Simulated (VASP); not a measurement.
Consider the following.

```xyz
2
Lattice="1.8258 -3.1624 0.0000 1.8258 3.1624 0.0000 0.0000 0.0000 5.7324" Properties=species:S:1:pos:R:3 pbc="T T T"
Ho     1.8258     1.0541     1.4331
Ho     1.8258    -1.0541     4.2993
```

Computed with PBE GGA, VASP's PBE PAW potentials (set 64) (plane waves; VASP). Run with 175 eV cut-off, 10×10×6 Γ-centred mesh, first-order Methfessel-Paxton smearing of 0.10 eV, potentials Ho_3.

The 4f electrons are frozen in the core of the lanthanide potential, so 4f levels, which can set the real gap, and their magnetism are missing. At this cut-off the stress carries a Pulay error, which pulls relaxed volumes low.

Q: Give the stress tensor in GPa (positive for a compressed cell).

A: 
```
-2.20   0.00   0.00
 0.00  -2.20   0.00
 0.00   0.00  -3.30
```
The pressure is its mean diagonal, -2.56 GPa.

The compound is Ho in the hcp structure. The cell was not relaxed at this level. The run is one of a series of settings (ENCUT = 175 against the base run), some of them coarse on purpose.
